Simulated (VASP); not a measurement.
Consider the following.

```xyz
4
Lattice="3.8519 0.0000 0.0000 -1.9259 3.3358 0.0000 0.0000 0.0000 5.1988" Properties=species:S:1:pos:R:3 pbc="T T T"
Co     0.0000     0.0000     0.0000
Co     0.0000     0.0000     2.5994
Te     0.0000     2.2239     1.2997
Te     1.9259     1.1119     3.8991
```

These are PBEsol GGA, VASP's PBE PAW potentials (set 64) (plane waves; VASP 6.6.1) values and carry that method's errors. Settings: 400 eV cut-off, Gaussian smearing of 0.050 eV, potentials Co Te.

Give the energies of bands 5 to 18 at the high-symmetry points, in eV from the Fermi level.

| band | Γ | M | K | A | L | H |
|---|---|---|---|---|---|---|
| 5 | -4.62 | -4.74 | -5.49 | -3.67 | -4.05 | -6.08 |
| 6 | -2.91 | -4.34 | -4.28 | -3.67 | -4.05 | -6.08 |
| 7 | -2.23 | -4.18 | -4.28 | -3.67 | -3.34 | -3.14 |
| 8 | -2.23 | -4.08 | -3.49 | -3.67 | -3.34 | -3.14 |
| 9 | -1.73 | -3.06 | -2.33 | -1.66 | -1.69 | -1.62 |
| 10 | -1.73 | -1.69 | -1.50 | -1.66 | -1.69 | -1.62 |
| 11 | -0.91 | -1.51 | -1.50 | -1.66 | -1.31 | -1.50 |
| 12 | -0.91 | -1.30 | -1.27 | -1.66 | -1.31 | -1.50 |
| 13 | -0.73 | -1.11 | -0.79 | -0.83 | -1.31 | -0.93 |
| 14 | -0.73 | -0.82 | -0.79 | -0.83 | -1.31 | -0.93 |
| 15 | 0.59 | -0.69 | -0.47 | 1.45 | 0.03 | -0.77 |
| 16 | 1.55 | -0.17 | -0.47 | 1.45 | 0.03 | -0.77 |
| 17 | 2.21 | 1.31 | 0.38 | 1.45 | 1.20 | 2.83 |
| 18 | 2.23 | 2.94 | 0.38 | 1.45 | 1.20 | 2.83 |

It has no gap at this level: it comes out as a metal or semimetal.

The structure was generated: CoTe was put into the NiAs type type (P6_3/mmc), which need not be its known phase. It was relaxed first, which changed the volume by -25 %. The run is not spin-polarised, so no magnetic state was tried.
